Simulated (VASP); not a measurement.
Input:

```xyz
3
Lattice="-1.6126 1.6126 3.9446 1.6126 -1.6126 3.9446 1.6126 1.6126 -3.9446" Properties=species:S:1:pos:R:3 pbc="T T T"
Si     0.0000     0.0000     5.2436
Si     1.6126     1.6126    -1.2990
Mo     0.0000     0.0000     7.8892
```

Calculation: PW91 GGA, VASP's PBE PAW potentials (set 64) (plane waves; VASP 6.6.1). Numerical set-up: 520 eV cut-off, 15×15×15 Γ-centred mesh, tetrahedra with Blöchl corrections, potentials Si Mo_sv.

Q: Tabulate the total density of states (states/eV per cell) against energy (eV; zero at the valence-band maximum or, without a gap, the Fermi level).

A: 
(E (eV), DOS (states/eV)): (-9.97, 0.60); (-9.62, 0.79); (-9.27, 0.81); (-8.92, 0.89); (-8.57, 1.03); (-8.22, 0.84); (-7.87, 0.75); (-7.52, 0.65); (-7.17, 0.56); (-6.82, 0.47); (-6.59, 0.48); (-6.24, 0.54); (-5.89, 1.39); (-5.54, 1.21); (-5.18, 1.25); (-4.83, 0.92); (-4.49, 0.62); (-4.13, 1.02); (-3.78, 1.66); (-3.43, 1.49); (-3.08, 1.81); (-2.73, 2.54); (-2.38, 4.57); (-2.03, 4.39); (-1.68, 1.80); (-1.33, 1.34); (-0.98, 1.00); (-0.63, 1.06); (-0.28, 0.33); (0.07, 0.25); (0.30, 0.32); (0.65, 0.72); (1.00, 0.91); (1.35, 1.28); (1.70, 2.14); (2.05, 2.95); (2.40, 2.09); (2.75, 1.28); (3.10, 1.49); (3.45, 2.32)
Within 2 eV below the Fermi level the largest weight inside VASP's projection spheres is Mo d, then Si p.

The compound is MoSi2 in the MoSi2 type structure. It was relaxed first.
